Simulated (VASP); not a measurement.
```cif
data_C4Si4
_chemical_formula_sum 'Si4 C4'
_space_group_name_H-M_alt 'F-43m'
_space_group_IT_number 216
_space_group_name_Hall 'F -4 2 3'
_cell_length_a 4.37940
_cell_length_b 4.37940
_cell_length_c 4.37940
_cell_angle_alpha 90.000
_cell_angle_beta 90.000
_cell_angle_gamma 90.000
loop_
_atom_site_label
_atom_site_type_symbol
_atom_site_symmetry_multiplicity
_atom_site_Wyckoff_symbol
_atom_site_fract_x
_atom_site_fract_y
_atom_site_fract_z
_atom_site_occupancy
Si1 Si 4 a 0.00000 0.00000 0.00000 1
C1 C 4 d 0.75000 0.75000 0.75000 1
```
(The calculation used a cell of 2 atoms; values per cell refer to that cell.)

Method: PBE GGA, VASP's PBE PAW potentials (set 64) (plane waves; VASP). Run with 600 eV cut-off, 10×10×10 Γ-centred mesh, Gaussian smearing of 0.050 eV, potentials Si C.

Each relaxation starts from this cell; other phases were not tried.

Question: The cell is relaxed at 1 GPa. What happens?

Answer: The volume per atom goes from 10.50 to 10.44 Å³ (-0.5 %), and the cell becomes a = 4.3716 Å, b = 4.3716 Å, c = 4.3716 Å, α = 90.00°, β = 90.00°, γ = 90.00°, space group F-43m. The gap on the mesh goes from 1.37 to 1.37 eV.

Question: The cell is relaxed at 15 GPa. What happens?

Answer: The volume per atom goes from 10.50 to 9.86 Å³ (-6.1 %), and the cell becomes a = b = c = 4.288 Å, α = β = γ = 90.00°, space group F-43m. The gap on the mesh goes from 1.37 to 1.31 eV.

Failed runs are left out, and for metals the shear rows, which the mesh's noise covers.

The compound is SiC in the zinc blende structure.
